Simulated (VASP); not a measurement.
NbN (space group Fm-3m): the measured cell of entry 1538667 of the Crystallography Open Database is

```xyz
2
Lattice="0.0000 2.1945 2.1945 2.1945 0.0000 2.1945 2.1945 2.1945 0.0000" Properties=species:S:1:pos:R:3 pbc="T T T"
Nb     2.1945     2.1945     2.1945
N      0.0000     0.0000     0.0000
```

These are PBE GGA with D3 dispersion (Becke-Johnson damping), VASP's PBE PAW potentials (set 64) (plane waves; VASP) values and carry that method's errors. Run with 520 eV cut-off, 16×16×16 Γ-centred mesh, tetrahedra with Blöchl corrections, potentials Nb_sv N.

The calculation is for a static lattice at zero pressure; the measurement, whose temperature isn't given here, holds thermal and zero-point expansion. The entry's conditions were not checked, so it may have been measured under pressure.

Q: How far does the relaxed conventional cell lie from the measured one?

A: 
```tsv
	measured	computed	difference
a (Å)	4.389	4.381	-0.2 %
V (Å³/atom)	10.57	10.51	-0.5 %
```

The structure comes from a measured NbN entry (Fm-3m) of the Crystallography Open Database, whose conditions weren't checked. It was relaxed first. Symmetry was kept, so distortions that lower it aren't found.
